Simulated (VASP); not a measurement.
Here is the system:

```yaml
crystal:
  lattice:
    - [0.00000, 3.21282, 3.21282]
    - [3.21282, 0.00000, 3.21282]
    - [3.21282, 3.21282, 0.00000]
  atoms:
    - { symbol: Cd, position: [0.00000, 0.00000, 0.00000] }
    - { symbol: Te, position: [0.25000, 0.25000, 0.25000] }
```

Calculation: revTPSS meta-GGA, VASP's PBE PAW potentials (set 64) (plane waves; VASP 6.6.1). Numerical set-up: 520 eV cut-off, 7×7×7 Γ-centred mesh, Gaussian smearing of 0.050 eV, potentials Cd Te.

Problem. Give the stress tensor in GPa (positive for a compressed cell).

Solution. 
```
2.69  0.00  0.00
0.00  2.69  0.00
0.00  0.00  2.69
```
The pressure is its mean diagonal, 2.69 GPa.

The compound is CdTe in the zinc blende structure. This cell is one point of a volume scan, at 0.94 of the reference volume.
